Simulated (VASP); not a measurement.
# SiC (F-43m) in VASP: a series of runs, part 3 of 3

VASP 6.6.1.

### Step 4. Born charges and dielectric tensor, PBE

File INCAR:

```
SYSTEM = SiC
PREC     = Accurate       ! precision mode
ENCUT    = 520            ! plane-wave cutoff, eV
EDIFF    = 1E-8           ! SCF threshold, eV
ISMEAR   = 0              ! smearing method
SIGMA    = 0.02           ! smearing width, eV
LREAL    = .False.        ! projectors in reciprocal space
LASPH    = .True.         ! aspherical terms in the spheres
NELM     = 60             ! most SCF steps
ALGO     = Normal         ! electronic algorithm
ISIF     = 2              ! what is computed and relaxed
LWAVE    = .False.        ! write WAVECAR
LCHARG   = .False.        ! write CHGCAR
GGA      = PE             ! functional
LEPSILON = .True.         ! dielectric tensor by DFPT
IBRION   = 8              ! ionic algorithm
NSW      = 1              ! ionic steps
```

File KPOINTS:

```
regular mesh
0
Gamma
  12 12 12
  0 0 0
```

File POSCAR:

```
SiC
1.0
    0.0000000000      2.1790000000      2.1790000000
    2.1790000000      0.0000000000      2.1790000000
    2.1790000000      2.1790000000      0.0000000000
Si C
1 1
Direct
    0.0000000000      0.0000000000      0.0000000000
    0.2500000000      0.2500000000      0.2500000000
```

Potentials or basis: VASP PAW PBE potentials, release 64 (Si, C).

The run is started by

```
$ cat potpaw_PBE.64/Si/POTCAR potpaw_PBE.64/C/POTCAR > POTCAR
$ mpirun -np 1 vasp_std > vasp.out
```

OUTCAR:

```text
SYSTEM = SiC
   PREC = Accurate
   ENCUT = 520
   EDIFF = 1E-8
   ISMEAR = 0
   LREAL = .False.
   LASPH = .True.
   NELM = 60
   ISIF = 2
   GGA = PE
   LEPSILON = .True.
   IBRION = 8
   NSW = 1

 ion  position               nearest neighbor table
   1  0.000  0.000  0.000-   2 1.89   2 1.89   2 1.89   2 1.89
   2  0.250  0.250  0.250-   1 1.89   1 1.89   1 1.89   1 1.89

  LATTYP: Found a face centered cubic cell.
 ALAT       =     4.3580000000

  Lattice vectors:

 A1 = (   0.0000000000,   2.1790000000,   2.1790000000)
 A2 = (   2.1790000000,   0.0000000000,   2.1790000000)
 A3 = (   2.1790000000,   2.1790000000,   0.0000000000)

Analysis of symmetry for initial positions (statically):
=====================================================================
 Subroutine PRICEL returns:
 Original cell was already a primitive cell.

 Routine SETGRP: Setting up the symmetry group for a
 face centered cubic supercell.

 Subroutine GETGRP returns: Found 24 space group operations
 (whereof 24 operations were pure point group operations)
 out of a pool of 48 trial point group operations.

The static configuration has the point symmetry T_d .

Analysis of symmetry for dynamics (positions and initial velocities):
=====================================================================
 Subroutine PRICEL returns:
 Original cell was already a primitive cell.

 Routine SETGRP: Setting up the symmetry group for a
 face centered cubic supercell.
[... 524 lines left out ...]

 PIEZOELECTRIC TENSOR (including local field effects)  for field in x, y, z        (C/m^2)
          XX          YY          ZZ          XY          YZ          ZX
  --------------------------------------------------------------------------------
  x    -0.00000    -0.00000    -0.00000     0.00000    -0.98822     0.00000
  y    -0.00000     0.00000     0.00000     0.00000     0.00000    -0.98822
  z     0.00000     0.00000    -0.00000    -0.98822     0.00000     0.00000

 BORN EFFECTIVE CHARGES (including local field effects) (in |e|, cummulative output)
 ---------------------------------------------------------------------------------
 ion    1
    1     2.69442     0.00000     0.00000
    2     0.00000     2.69442     0.00000
    3     0.00000     0.00000     2.69442
 ion    2
    1    -2.69442     0.00000     0.00000
    2     0.00000    -2.69442     0.00000
    3    -0.00000     0.00000    -2.69442

 INTERNAL STRAIN TENSOR FOR ION    2 for displacements in x,y,z  (eV/Angst):
          X           Y           Z          XY          YZ          ZX
  --------------------------------------------------------------------------------
  x     0.00000     0.00000     0.00000     0.00000    -8.29871     0.00000
  y     0.00000     0.00000     0.00000     0.00000     0.00000    -8.29871
  z     0.00000     0.00000     0.00000    -8.29871     0.00000     0.00000

 SECOND DERIVATIVES (NOT SYMMETRIZED)
 ------------------------------------
               1X          1Y          1Z          2X          2Y          2Z
  1X   -19.202318    0.000000    0.000000   19.202318    0.000000    0.000000
  1Y     0.000000  -19.202318    0.000000    0.000000   19.202318    0.000000
  1Z     0.000000    0.000000  -19.202318    0.000000    0.000000   19.202318
  2X    19.205418    0.000000    0.000000  -19.205418    0.000000    0.000000
  2Y     0.000000   19.205418    0.000000    0.000000  -19.205418    0.000000
  2Z     0.000000    0.000000   19.205418    0.000000    0.000000  -19.205418

 Eigenvectors and eigenvalues of the dynamical matrix
 ----------------------------------------------------

   1 f  =   23.619779 THz   148.407451 2PiTHz  787.871037 cm-1    97.683515 meV
             X         Y         Z           dx          dy          dz
      0.000000  0.000000  0.000000    -0.547286    0.000000    0.000000
      1.089500  1.089500  1.089500     0.836946    0.000000    0.000000
[... 21 lines left out ...]
   6 f/i=    0.000873 THz     0.005488 2PiTHz    0.029134 cm-1     0.003612 meV
             X         Y         Z           dx          dy          dz
      0.000000  0.000000  0.000000    -0.836946    0.000000    0.000000
      1.089500  1.089500  1.089500    -0.547286    0.000000    0.000000

--------------------------------------------------------------------------------------------------------

 MACROSCOPIC STATIC DIELECTRIC TENSOR IONIC CONTRIBUTION
 ------------------------------------------------------
           3.306018     0.000000     0.000000
           0.000000     3.306018    -0.000000
           0.000000    -0.000000     3.306018
 ------------------------------------------------------

 ELASTIC MODULI CONTR FROM IONIC RELAXATION (kBar)
 Direction    XX          YY          ZZ          XY          YZ          ZX
 --------------------------------------------------------------------------------
 XX          -0.0000     -0.0000     -0.0000     -0.0000      0.0000      0.0000
 YY          -0.0000     -0.0000     -0.0000     -0.0000     -0.0000     -0.0000
 ZZ          -0.0000     -0.0000     -0.0000     -0.0000     -0.0000      0.0000
 XY          -0.0000     -0.0000     -0.0000   -254.7833      0.0000      0.0000
 YZ           0.0000     -0.0000     -0.0000      0.0000   -254.7833     -0.0000
 ZX           0.0000     -0.0000      0.0000      0.0000     -0.0000   -254.7833
 --------------------------------------------------------------------------------

 PIEZOELECTRIC TENSOR IONIC CONTR  for field in x, y, z        (C/m^2)
          XX          YY          ZZ          XY          YZ          ZX
  --------------------------------------------------------------------------------
  x    -0.00000     0.00000     0.00000    -0.00000     0.86360     0.00000
  y    -0.00000     0.00000    -0.00000    -0.00000     0.00000     0.86360
  z     0.00000     0.00000     0.00000     0.86360     0.00000    -0.00000
```

OSZICAR:

```text
N       E                     dE             d eps       ncg     rms          rms(c)
DAV:   1     0.438231622089E+01    0.43823E+01   -0.41730E+03  1216   0.846E+02
DAV:   2    -0.165765654317E+02   -0.20959E+02   -0.19946E+02  1704   0.108E+02
DAV:   3    -0.169116538931E+02   -0.33509E+00   -0.33509E+00  1288   0.168E+01
DAV:   4    -0.169127126545E+02   -0.10588E-02   -0.10588E-02  1824   0.106E+00
[... 12 lines left out ...]
RMM:   6    -0.125130768908E+00   -0.17871E-04   -0.28736E-07  7542   0.422E-03    0.974E-04
RMM:   7    -0.125125000065E+00    0.57688E-05    0.30285E-08  7698   0.121E-03    0.112E-04
RMM:   8    -0.125126458314E+00   -0.14582E-05    0.74624E-09  7821   0.247E-04    0.352E-05
RMM:   9    -0.125126402062E+00    0.56252E-07    0.12673E-08  8007   0.850E-05    0.435E-06
RMM:  10    -0.125126396427E+00    0.56351E-08    0.25589E-08  8144   0.187E-05    0.319E-06
 Linear response finished
```

stdout:

```text
POSCAR found type information on POSCAR SiC
 POSCAR found :  2 types and       2 ions
 scaLAPACK will be used
 LDA part: xc-table for (Slater+PW92), standard interpolation
 POSCAR, INCAR and KPOINTS ok, starting setup
 FFT: planning ... GRIDC
 FFT: planning ... GRID_SOFT
 FFT: planning ... GRID
 WAVECAR not read
 entering main loop
[... 23 lines left out ...]
  Direction:   3
 dielectric tensor                  component  3 :     0.925     1.492     6.972
 Linear response DOF=           2
 Linear response progress:
 first order change of Fermi-energy  -0.34169E-02
 force on displaced ion       1 direction 1 : -19.202  -0.000  -0.000
 Born effective charge ion    1 direction 1 :   2.694   0.000   0.000
 Linear response progress:
 first order change of Fermi-energy   0.34863E-02
 force on displaced ion       2 direction 1 : -19.205   0.000   0.000
 Born effective charge ion    2 direction 1 :  -2.696   0.000   0.000
 Born effective charges drift removed
 Linear response finished
```

Run time: 3 min. Hardware: 1 thread of Intel Xeon Platinum 8259CL at 2.50GHz (Skylake/Cascade Lake), shared host; peak memory 0.24 GiB.

Results:

```yaml
Band_gap_on_the_k_mesh: 1.36 eV, indirect (least direct gap 4.54 eV)
Electronic_dielectric_tensor_diagonal: 6.97
Born_charges_mean_of_the_diagonal: Si +2.69; C -2.69 e
Highest_phonon_frequency_at_Γ_LO-TO_splitting_left_out: 788 cm⁻¹
```

Levels at points of the mesh, in eV from the valence-band top:
```
           k point  band 2  band 3  band 4  band 5  band 6  band 7
(0.00, 0.00, 0.00)    0.00    0.00    0.00    6.23    7.31    7.31
(0.50, 0.00, 0.00)   -8.53   -1.05   -1.05    5.43    7.23    7.23
(0.50, 0.50, 0.00)   -7.79   -3.18   -3.18    1.36    4.32   14.04
```

Phonon frequencies in cm⁻¹ (negative: imaginary):
```csv
q point,frequencies
"(0.000, 0.000, 0.000)",0 0 0 788 788 788
```

Electronic dielectric tensor:
```
6.97 0.00 0.00
0.00 6.97 0.00
0.00 0.00 6.97
```

Born effective charge tensors (e):
atom 1, Si
```
2.69 0.00 0.00
0.00 2.69 0.00
0.00 0.00 2.69
```
atom 2, C
```
-2.69  0.00  0.00
 0.00 -2.69  0.00
 0.00  0.00 -2.69
```

### Step 5. The runs side by side

| task | k mesh | gap on the mesh (eV) | pressure (GPa) |
| --- | --- | --- | --- |
| band structure | 12 × 12 × 12 | 1.36 | 3.2 |
| optical spectrum | 18 × 18 × 18 | 1.36 | 3.2 |
| Born charges and dielectric tensor | 12 × 12 × 12 | 1.36 | - |

Alike in all rows: level PBE; potentials or basis VASP PAW PBE potentials, release 64 (Si, C); no spin polarisation; cell as given; cutoff (eV) 520; smearing gaussian 0.02 eV.

On the cell as given the gap runs from 1.36 eV (PBE) to 1.36 eV (PBE); the meshes differ, which moves gaps too.

Caveats: independent-particle spectra lack excitons (some runs).

Total energies depend on the potentials used, so only differences within one code and one set of settings carry meaning.

### Step 6. How close it comes

Step 2. A measured gap of SiC is 2.4 eV (indirect; quoted in “Insight into the structural, elastic and electronic properties of a new orthorhombic 6O-SiC polytype”, 2020, pmc:7200658); the calculated 1.36 eV misses it by -1.04 eV. The value is that of PBE, without temperature or zero-point motion. Semilocal functionals fall short of measured gaps as a rule.

Step 3. Measured gap of SiC: 2.4 eV (indirect; quoted in “Insight into the structural, elastic and electronic properties of a new orthorhombic 6O-SiC polytype”, 2020, pmc:7200658). This calculation gives 1.36 eV (-1.04 eV). The value is that of PBE on a finite k mesh, which can miss the band edges, without temperature or zero-point motion. Semilocal functionals fall short of measured gaps as a rule.

Step 4. Measured gap of SiC: 2.4 eV (indirect; quoted in “Insight into the structural, elastic and electronic properties of a new orthorhombic 6O-SiC polytype”, 2020, pmc:7200658). This calculation gives 1.36 eV (-1.04 eV). The value is that of PBE on a finite k mesh, which can miss the band edges, without temperature or zero-point motion. Semilocal functionals fall short of measured gaps as a rule. Measured high-frequency dielectric constant of SiC: 6.49 (quoted in “Infrared properties of SiC particles”, 1999, arxiv:astro-ph/9903031). This calculation gives 6.97 (+7.4 %).
